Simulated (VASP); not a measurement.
OSZICAR of a VASP run on MgH2 (rutile):

OSZICAR:
```
       N       E                     dE             d eps       ncg     rms          rms(c)
DAV:   1     0.530849820828E+01    0.53085E+01   -0.31355E+03   384   0.750E+02
DAV:   2    -0.159356592155E+02   -0.21244E+02   -0.19806E+02   504   0.836E+01
DAV:   3    -0.167477829645E+02   -0.81212E+00   -0.81212E+00   512   0.231E+01
DAV:   4    -0.167490811833E+02   -0.12982E-02   -0.12982E-02   544   0.984E-01
DAV:   5    -0.167490879255E+02   -0.67423E-05   -0.67423E-05   504   0.562E-02    0.685E+00
DAV:   6    -0.157270567239E+02    0.10220E+01   -0.87641E-01   400   0.568E+00    0.347E+00
DAV:   7    -0.153823895749E+02    0.34467E+00   -0.11120E+00   408   0.682E+00    0.515E-01
DAV:   8    -0.153914340778E+02   -0.90445E-02   -0.19017E-02   432   0.112E+00    0.954E-02
DAV:   9    -0.153912901054E+02    0.14397E-03   -0.82574E-04   568   0.219E-01    0.173E-02
DAV:  10    -0.153913062394E+02   -0.16134E-04   -0.28277E-05   456   0.518E-02    0.978E-03
DAV:  11    -0.153913056614E+02    0.57802E-06   -0.52707E-06   456   0.123E-02
   1 F= -.15391306E+02 E0= -.15391306E+02  d E =-.153913E+02
       N       E                     dE             d eps       ncg     rms          rms(c)
DAV:   1    -0.153915423225E+02   -0.23608E-03   -0.12038E-03   416   0.331E-01    0.175E-02
DAV:   2    -0.153915385088E+02    0.38137E-05   -0.66440E-06   456   0.218E-02    0.987E-03
DAV:   3    -0.153915366222E+02    0.18866E-05   -0.44009E-06   440   0.122E-02    0.101E-03
DAV:   4    -0.153915366132E+02    0.90487E-08   -0.98404E-08   192   0.225E-03
   2 F= -.15391537E+02 E0= -.15391537E+02  d E =-.230952E-03
```

Question: Which electronic solver shows in the log?

Answer: It is blocked Davidson (ALGO = Normal, or the opening steps of other solvers). The INCAR had ALGO = Normal.

Question: Can the final energy be trusted as converged?

Answer: The run converged. It stopped with EDIFF = 1E-6, NELM = 100, NSW = 60 and EDIFFG = -0.02 after 2 ionic steps (rev-vdW-DF2, plane waves, VASP's PBE PAW potentials (set 64)).

The compound is MgH2 in the rutile structure. This run relaxes it. Symmetry was kept, so distortions that lower it aren't found. The start is the result of an earlier pass.
